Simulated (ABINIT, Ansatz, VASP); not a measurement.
## Code comparison for N₂ (P4_2/mnm, 4 atoms in the cell)

Self-consistent single point.

```
CELL_PARAMETERS angstrom
      4.14736     0.00000     0.00000
      0.00000     4.14736     0.00000
      0.00000     0.00000     5.42877
ATOMIC_POSITIONS crystal
  N  0.90428 0.90428 0.00000
  N  0.09572 0.09572 0.00000
  N  0.59572 0.40428 0.50000
  N  0.40428 0.59572 0.50000
```

Shared settings, as Ansatz (a first-principles code) writes them: kpoints.mp_grid.grid = 6 6 4; scf.occupations.method = fixed. Potentials and cutoffs stand in the table.

| code | model | pressure (GPa) | largest force (eV/Å) | gap on the mesh (eV) | cutoff |
|---|---|---|---|---|---|
| Ansatz | LDA (PW92), PAW files made with PBE | -5.91 | 3.915 | 6.653 | default |
| VASP | LDA (PZ), VASP's LDA PAW potentials (set 64) | -7.22 | 2.663 | 6.604 | 400 eV |
| ABINIT | LDA (PW92), norm-conserving pseudopotentials (PseudoDojo nc-sr-04 LDA standard) | -4.89 | 3.338 | 6.619 | 42 Ha |

Gaps are read on the mesh.

The spread over the programs that give each value: pressure within 2.33 GPa; largest force within 1.252 eV/Å; gap on the mesh within 0.049 eV.

Ansatz's pressure is given at a fixed set of plane waves, as the other plane-wave codes print theirs; with its correction for the finite basis it is -5.62 GPa (the shift of 0.30 GPa shows how far the cutoff is from converged). The same LDA comes in different parametrisations, which differ slightly.

VASP's run is marked for a possible Pulay error in its stress at this cutoff; no cutoff test was made.

VASP ran the fixed occupations as a Gaussian smearing of 0.01 eV.

The starting cell comes from a database of computed structures (which also holds hypothetical and non-ambient phases and stackings), without a prior relaxation at this level. Its lattice was rescaled by a random factor within 2.5 % of one.

Left out of this page: GPAW, CP2K, FLEUR and SIESTA (not drawn, or without a comparable value).

Keys are those of Ansatz 0.2.
